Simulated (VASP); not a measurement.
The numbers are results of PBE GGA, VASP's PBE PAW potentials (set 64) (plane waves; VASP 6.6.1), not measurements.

VASP ran on this input.

**INCAR**
```
! general
SYSTEM  =  Li
PREC    =  Accurate
ENCUT   =  600
LREAL   =  F
LASPH   =  T

! electronic loop
EDIFF   =  1E-7   ! SCF stop (eV)
NELM    =  100   ! most electronic steps
ALGO    =  Normal

! smearing
ISMEAR  =  1   ! Methfessel-Paxton
SIGMA   =  0.1   ! width (eV)

! functional
GGA     =  PE

! ions
ISIF    =  2

! output
LWAVE   =  F
LCHARG  =  F
```

### KPOINTS
```
Automatic mesh
0
G
 14 14 14
```

File POSCAR:
```
Li
1
   -1.7140963307     1.7140963307     1.7140963307
    1.7140963307    -1.7140963307     1.7140963307
    1.7140963307     1.7140963307    -1.7140963307
Li
1
Direct
  0.0000000000   0.0000000000   0.0000000000
```

POTCAR, in this order: Li_sv (PBE.64 set). Program: vasp_std.

Problem. What does the run give for the energy per atom (σ→0), band gap (on the k-mesh)?

Solution. 
```yaml
energy per atom (σ→0): -1.902 eV/atom
band gap (on the k-mesh): none (metal, semimetal or under 0.01 eV)
```

### OSZICAR
```
...
DAV:   5    -0.190408260759E+01   -0.58800E-04   -0.58799E-04  1315   0.175E-01    0.211E-01
DAV:   6    -0.190300304819E+01    0.10796E-02   -0.30316E-04  1660   0.108E-01    0.120E-01
DAV:   7    -0.190248822932E+01    0.51482E-03   -0.71219E-04  1715   0.168E-01    0.281E-02
DAV:   8    -0.190248882272E+01   -0.59340E-06   -0.16793E-05  1085   0.407E-02    0.124E-03
DAV:   9    -0.190248615925E+01    0.26635E-05   -0.62851E-07  1520   0.106E-02    0.419E-04
DAV:  10    -0.190248499240E+01    0.11668E-05   -0.24110E-08   600   0.199E-03    0.437E-04
DAV:  11    -0.190248508702E+01   -0.94615E-07   -0.53356E-09   560   0.107E-03
   1 F= -.19024851E+01 E0= -.19021864E+01  d E =-.896173E-03
```

The compound is Li in the bcc structure. It was relaxed first, which changed the volume by -5 %.
